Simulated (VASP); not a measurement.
A VASP calculation is set up with these files.

### INCAR
```
SYSTEM = Li
PREC = Accurate
ENCUT = 520
EDIFF = 1E-6
NELM = 25
ALGO = VeryFast
LREAL = .FALSE.
LASPH = .TRUE.
ISMEAR = 1
SIGMA = 0.1
GGA = PE
LWAVE = .FALSE.
LCHARG = .FALSE.
ISIF = 2
HFSCREEN = 0.2
AEXX = 0.25
LHFCALC = .TRUE.
PRECFOCK = Fast
ISYM = 3
```

**KPOINTS**
```
Automatic mesh
0
Gamma
2 2 2
0 0 0
```

**POSCAR**
```
Li
1
   -1.7799000000     1.7799000000     1.7799000000
    1.7799000000    -1.7799000000     1.7799000000
    1.7799000000     1.7799000000    -1.7799000000
Li
1
Direct
  0.0000000000   0.0000000000   0.0000000000
```

POTCAR, in this order: Li_sv (PBE.64 set). Program: vasp_std.

What VASP printed:

### standard output
```
 POSCAR found type information on POSCAR Li
 POSCAR found :  1 types and       1 ions
 Reading from existing POTCAR
 Reading from existing POTCAR
 LDA part: xc-table for (Slater+PW92), standard interpolation
 POSCAR, INCAR and KPOINTS ok, starting setup
 WAVECAR not read
 entering main loop
       N       E                     dE             d eps       ncg     rms          rms(c)
RMM:   1    -0.409673288341E+00   -0.40967E+00   -0.43217E+02    15   0.325E+02
RMM:   2     0.830491591863E+01    0.87146E+01   -0.44499E+01    15   0.788E+01
RMM:   3     0.803379316627E+01   -0.27112E+00   -0.55764E+00    15   0.375E+01
RMM:   4     0.809439425718E+01    0.60601E-01   -0.14087E+00    15   0.252E+01
RMM:   5     0.808067405854E+01   -0.13720E-01   -0.15501E+00    15   0.181E+01
RMM:   6     0.535569971677E+01   -0.27250E+01   -0.41791E+01    15   0.183E+01
RMM:   7     0.773422553253E+01    0.23785E+01   -0.46936E+00    15   0.141E+01
RMM:   8     0.778891475887E+01    0.54689E-01   -0.17459E-01    15   0.995E+00
RMM:   9     0.759544698925E+01   -0.19347E+00   -0.21009E+00    52   0.864E+00
RMM:  10     0.755831310269E+01   -0.37134E-01   -0.83053E-01    55   0.569E+00
RMM:  11     0.755621954260E+01   -0.20936E-02   -0.14133E-01    51   0.427E+00
RMM:  12     0.756048572601E+01    0.42662E-02   -0.52866E-02    53   0.335E+00    0.136E+00
RMM:  13     0.163944272000E+02    0.88339E+01   -0.13062E-01    49   0.404E+00    0.903E-01
RMM:  14     0.163699226955E+02   -0.24505E-01   -0.45004E-03    46   0.203E+00    0.547E-01
RMM:  15     0.163739323634E+02    0.40097E-02   -0.19366E-02    49   0.190E+00    0.296E-01
RMM:  16     0.163772048701E+02    0.32725E-02   -0.89562E-03    49   0.184E+00    0.172E-01
RMM:  17     0.163795643943E+02    0.23595E-02   -0.18516E-02    54   0.188E+00    0.934E-02
RMM:  18     0.163789241958E+02   -0.64020E-03   -0.19035E-02    54   0.178E+00    0.104E-01
RMM:  19     0.163725243570E+02   -0.63998E-02   -0.15737E-02    51   0.174E+00    0.288E-02
RMM:  20     0.163768617672E+02    0.43374E-02   -0.17627E-02    57   0.173E+00    0.235E-02
RMM:  21     0.163752242227E+02   -0.16375E-02   -0.18656E-02    56   0.174E+00    0.250E-02
RMM:  22     0.163741012598E+02   -0.11230E-02   -0.18182E-02    56   0.174E+00    0.729E-03
RMM:  23     0.163751457013E+02    0.10444E-02   -0.19798E-02    56   0.176E+00    0.571E-03
RMM:  24     0.163749698178E+02   -0.17588E-03   -0.20184E-02    52   0.176E+00    0.291E-03
RMM:  25     0.163750739816E+02    0.10416E-03   -0.21286E-02    51   0.178E+00

 -----------------------------------------------------------------------------
|                                                                             |
|           W    W    AA    RRRRR   N    N  II  N    N   GGGG   !!!           |
|           W    W   A  A   R    R  NN   N  II  NN   N  G    G  !!!           |
|           W    W  A    A  R    R  N N  N  II  N N  N  G       !!!           |
|           W WW W  AAAAAA  RRRRR   N  N N  II  N  N N  G  GGG   !            |
|           WW  WW  A    A  R   R   N   NN  II  N   NN  G    G                |
|           W    W  A    A  R    R  N    N  II  N    N   GGGG   !!!           |
|                                                                             |
|     The electronic self-consistency was not achieved in the given           |
|     number of steps (NELM). The forces and other quantities evaluated       |
|     might not be reliable so examine the results carefully. If you find     |
|     spurious results, we suggest increasing NELM, if you were close to      |
|     convergence or switching to a different ALGO or adjusting the           |
|     density mixing parameters otherwise.                                    |
|                                                                             |
 -----------------------------------------------------------------------------

   1 F= 0.16375074E+02 E0= 0.16382126E+02  d E =-.211571E-01
```

OUTCAR:
```
------------------------ aborting loop EDIFF was not reached (unconverged)  ----------------------------
  FORCE on cell =-STRESS in cart. coord.  units (eV):
  Direction    XX          YY          ZZ          XY          YZ          ZX
  --------------------------------------------------------------------------------------
  Total        7.7729033      7.7729033      7.7729033      0.0000000     -0.0000000      0.0000000
  in kB      552.1372502    552.1372502    552.1372502      0.0000000     -0.0000000      0.0000000
  external PRESSURE =     552.1372502 kB  Pullay stress =       0.0000000 kB
  volume of cell :       22.56
      direct lattice vectors                 reciprocal lattice vectors
    -1.779900000  1.779900000  1.779900000     0.000000000  0.280914658  0.280914658
     1.779900000 -1.779900000  1.779900000     0.280914658  0.000000000  0.280914658
     1.779900000  1.779900000 -1.779900000     0.280914658  0.280914658  0.000000000
 POSITION                                       TOTAL-FORCE (eV/Angst)
 -----------------------------------------------------------------------------------
      0.00000      0.00000      0.00000         0.000000      0.000000     -0.000000
 -----------------------------------------------------------------------------------
    total drift:                               -0.000124     -0.003047     -0.007012
  FREE ENERGIE OF THE ION-ELECTRON SYSTEM (eV)
  ---------------------------------------------------
  free  energy   TOTEN  =        16.3750739816 eV

  energy  without entropy=       16.3962310910  energy(sigma->0) =       16.38212635

  exchange ACFDT corr.  =        -0.28555720  see jH, gK, PRB 81, 115126
```
(Selected blocks of OUTCAR.)

Question: Read input and log: which fault does this run have?
(A) NSW is too small for the relaxation to finish
(B) EDIFF is too loose for the force threshold
(C) a hybrid functional was run with ALGO = VeryFast
(D) NBANDS is too small to hold all electrons

Answer: C, a hybrid functional was run with ALGO = VeryFast. The run did not converge; its last values are not results. Against the sound run, the energy per atom (σ→0) increases by 17.640 eV/atom; the pressure rises by 56.14 GPa.

To mend it, set ALGO = Normal.

The mended run (HSE06 screened hybrid, plane waves, VASP's PBE PAW potentials (set 64)) converges, and its OSZICAR ends with
```
   1 F= -.12650649E+01 E0= -.12580125E+01  d E =-.211571E-01
```

The compound is Li in the bcc structure. The cell was not relaxed at this level.
